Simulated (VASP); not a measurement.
Ni5Au:

```
CELL_PARAMETERS angstrom
2.35273 4.07504 0.00000
-2.35273 4.07504 0.00000
0.00000 0.00000 3.73920
ATOMIC_POSITIONS crystal
Ni 0.33330 0.33340 0.00000
Ni 0.66660 0.66670 0.00000
Ni 0.50000 0.50000 0.50000
Ni 0.50000 0.00000 0.50000
Ni 0.00000 0.50000 0.50000
Au 0.00000 0.00000 0.00000
```

The cell was built by a generator and needn't be a form met in nature.

Base run:

| Property | Result |
| --- | --- |
| Program | VASP 6.6.1 |
| Functional | PBEsol |
| Potentials or basis | VASP PAW PBE potentials, release 64 (Ni, Au) |
| Cutoff | 520 eV |
| k mesh | 5 × 5 × 5 |
| Occupations | fermi-dirac, width 0.0187 eV |
| Spin | no spin polarisation |

Its results: band gap on the k mesh none (metal or under the smearing width); pressure 3.3 GPa.

The run is repeated on the same cell with these changes: dispersion from none to D3(BJ). What comes out?

Band gap on the k mesh none (metal or under the smearing width); pressure -2.7 GPa.

Dispersion adds attraction, which lowers the pressure at fixed volume and, as a term added to the energy, leaves the levels alone.

Caveats: the PAW data sets were made with another functional, which shifts forces and pressure a little; pairwise dispersion overbinds metals, which lowers pressure and volume (some runs).

Not every run made on this cell is shown here.
